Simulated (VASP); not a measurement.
Output of a VASP run:

**OSZICAR**
```
       N       E                     dE             d eps       ncg     rms          rms(c)
DAV:   1     0.417092444255E+02    0.41709E+02   -0.88219E+03  2184   0.123E+03
DAV:   2    -0.701329480136E+01   -0.48723E+02   -0.47668E+02  2354   0.255E+02
DAV:   3    -0.908544089748E+01   -0.20721E+01   -0.19935E+01  2987   0.308E+01
DAV:   4    -0.913405573062E+01   -0.48615E-01   -0.47016E-01  2473   0.460E+00
DAV:   5    -0.913541952704E+01   -0.13638E-02   -0.13229E-02  3171   0.612E-01    0.227E+01
DAV:   6    -0.913332549420E+01    0.20940E-02   -0.26937E-02  2565   0.138E+00    0.136E+01
DAV:   7    -0.914255506494E+01   -0.92296E-02   -0.48687E-02  2534   0.187E+00    0.246E-01
DAV:   8    -0.914225608044E+01    0.29898E-03   -0.28618E-03  2579   0.430E-01    0.596E-02
DAV:   9    -0.914228899838E+01   -0.32918E-04   -0.22445E-04  2754   0.119E-01    0.335E-02
DAV:  10    -0.914227545209E+01    0.13546E-04   -0.39962E-05  2649   0.470E-02    0.420E-02
DAV:  11    -0.914228009854E+01   -0.46465E-05   -0.66178E-06  2539   0.190E-02    0.148E-03
DAV:  12    -0.914228073344E+01   -0.63490E-06   -0.46787E-07  2734   0.557E-03    0.488E-03
DAV:  13    -0.914228016988E+01    0.56356E-06   -0.74625E-08  1522   0.216E-03    0.770E-04
DAV:  14    -0.914228010574E+01    0.64144E-07   -0.16713E-08  1467   0.120E-03
   1 F= -.91422801E+01 E0= -.91422801E+01  d E =0.000000E+00
```

File OUTCAR:
```
------------------------ aborting loop because EDIFF is reached ----------------------------------------
  FORCE on cell =-STRESS in cart. coord.  units (eV):
  Direction    XX          YY          ZZ          XY          YZ          ZX
  --------------------------------------------------------------------------------------
  Total       -0.1480927     -0.1480927      0.1332858      0.0000000      0.0000000      0.0000000
  in kB       -3.6864267     -3.6864256      3.3178410      0.0000000      0.0000000      0.0000000
  external PRESSURE =      -1.3516704 kB  Pullay stress =       0.0000000 kB
  volume of cell :       64.36
      direct lattice vectors                 reciprocal lattice vectors
     1.813646403 -3.141327253  0.000000000     0.275687697 -0.159168390  0.000000000
     1.813646403  3.141327253  0.000000000     0.275687697  0.159168390  0.000000000
     0.000000000  0.000000000  5.648627617     0.000000000  0.000000000  0.177034152
 POSITION                                       TOTAL-FORCE (eV/Angst)
 -----------------------------------------------------------------------------------
      1.81365      1.04711      1.41216        -0.000000      0.000000      0.000000
      1.81365     -1.04711      4.23647         0.000000     -0.000000      0.000000
 -----------------------------------------------------------------------------------
    total drift:                               -0.000004      0.000109     -0.000012
  FREE ENERGIE OF THE ION-ELECTRON SYSTEM (eV)
  ---------------------------------------------------
  free  energy   TOTEN  =        -9.1422801057 eV

  energy  without entropy=       -9.1422801057  energy(sigma->0) =       -9.14228011

 total charge

# of ion       s       p       d       tot
------------------------------------------
    1        0.397   6.297   1.123   7.816
    2        0.397   6.297   1.123   7.816
--------------------------------------------------
tot          0.793  12.595   2.245  15.633
```
(Selected blocks of OUTCAR.)

### POSCAR
```
Tb
1
    1.8136464029    -3.1413272529    -0.0000000000
    1.8136464029     3.1413272529    -0.0000000000
   -0.0000000000     0.0000000000     5.6486276172
Tb
2
Direct
  0.3333330000   0.6666670000   0.2500000000
  0.6666670000   0.3333330000   0.7500000000
```

Problem. Reconstruct the remaining input files.

Solution. This is not unique; one that fits is the input of the run itself, PW91 GGA, plane waves, VASP's PBE PAW potentials (set 64).

**INCAR**
```
ALGO  =  Normal
EDIFF  =  1E-7
ENCUT  =  520
GGA  =  91
ISIF  =  2
ISMEAR  =  -5
LASPH  =  .TRUE.
LCHARG  =  .TRUE.
LMAXMIX  =  6
LORBIT  =  11
LREAL  =  .FALSE.
LWAVE  =  .FALSE.
NEDOS  =  601
NELM  =  100
PREC  =  Accurate
SYSTEM  =  Tb
```

**KPOINTS**
```
Regular mesh
0
G
 13 13 7
```

POTCAR, in this order: Tb_3 (PBE.64 set). Program: vasp_std.

The 4f electrons are frozen in the core of the lanthanide potential, so 4f levels, which can set the real gap, and their magnetism are missing. For a metal the tetrahedron method with Blöchl corrections gives inexact stress and forces.

The compound is Tb in the hcp structure. It was relaxed first.
